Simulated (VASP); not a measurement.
Level of theory: PW91 GGA, VASP's PBE PAW potentials (set 64) (plane waves; VASP).

A VASP calculation is set up with these files.

**INCAR**
```
ALGO = Normal
EDIFF = 1E-7
ENCUT = 520
GGA = 91
ISIF = 2
ISMEAR = 0
LASPH = .TRUE.
LCHARG = .FALSE.
LMAXMIX = 4
LREAL = .FALSE.
LWAVE = .FALSE.
NELM = 100
PREC = Accurate
SIGMA = 0.05
SYSTEM = AgCl
```

### KPOINTS
```
Automatic mesh
0
Gamma
8 8 8
0 0 0
```

File POSCAR:
```
AgCl
1
    0.0000000000     2.7684125117     2.7684125117
    2.7684125117     0.0000000000     2.7684125117
    2.7684125117     2.7684125117     0.0000000000
Ag Cl
1 1
Direct
  0.0000000000   0.0000000000   0.0000000000
  0.5000000000   0.5000000000   0.5000000000
```

POTCAR, in this order: Ag Cl (PBE.64 set). Program: vasp_std.

Output of the run:

### OSZICAR
```
       N       E                     dE             d eps       ncg     rms          rms(c)
DAV:   1     0.104203865191E+03    0.10420E+03   -0.90405E+03   794   0.127E+03
DAV:   2    -0.125422232675E+01   -0.10546E+03   -0.98197E+02   894   0.255E+02
DAV:   3    -0.562373242237E+01   -0.43695E+01   -0.43557E+01   884   0.557E+01
DAV:   4    -0.566042687097E+01   -0.36694E-01   -0.36689E-01   859   0.561E+00
DAV:   5    -0.566096913811E+01   -0.54227E-03   -0.54226E-03   894   0.694E-01    0.638E+00
DAV:   6    -0.546720675321E+01    0.19376E+00   -0.38624E-01   838   0.860E+00    0.417E+00
DAV:   7    -0.546421519237E+01    0.29916E-02   -0.10624E-01   769   0.261E+00    0.208E+00
DAV:   8    -0.546335258371E+01    0.86261E-03   -0.55805E-03   819   0.948E-01    0.310E-01
DAV:   9    -0.546337212048E+01   -0.19537E-04   -0.68137E-04   844   0.394E-01    0.403E-02
DAV:  10    -0.546342692592E+01   -0.54805E-04   -0.95571E-05   779   0.983E-02    0.246E-02
DAV:  11    -0.546343175374E+01   -0.48278E-05   -0.46316E-06   814   0.212E-02    0.400E-03
DAV:  12    -0.546343177039E+01   -0.16657E-07   -0.27425E-07   868   0.778E-03
   1 F= -.54634318E+01 E0= -.54634318E+01  d E =-.290465E-13
```

**OUTCAR**
```
------------------------ aborting loop because EDIFF is reached ----------------------------------------
  FORCE on cell =-STRESS in cart. coord.  units (eV):
  Direction    XX          YY          ZZ          XY          YZ          ZX
  --------------------------------------------------------------------------------------
  Total        0.3852380      0.3852380      0.3852380      0.0000000      0.0000000      0.0000000
  in kB       14.5451200     14.5451200     14.5451200      0.0000000      0.0000000      0.0000000
  external PRESSURE =      14.5451200 kB  Pullay stress =       0.0000000 kB
  volume of cell :       42.43
      direct lattice vectors                 reciprocal lattice vectors
     0.000000000  2.768412512  2.768412512    -0.180608922  0.180608922  0.180608922
     2.768412512  0.000000000  2.768412512     0.180608922 -0.180608922  0.180608922
     2.768412512  2.768412512  0.000000000     0.180608922  0.180608922 -0.180608922
  FREE ENERGIE OF THE ION-ELECTRON SYSTEM (eV)
  ---------------------------------------------------
  free  energy   TOTEN  =        -5.4634317704 eV

  energy  without entropy=       -5.4634317704  energy(sigma->0) =       -5.46343177
```
(Selected blocks of OUTCAR.)

The compound is AgCl in the rock salt structure. This cell is one point of a volume scan, at 0.97 of the reference volume.
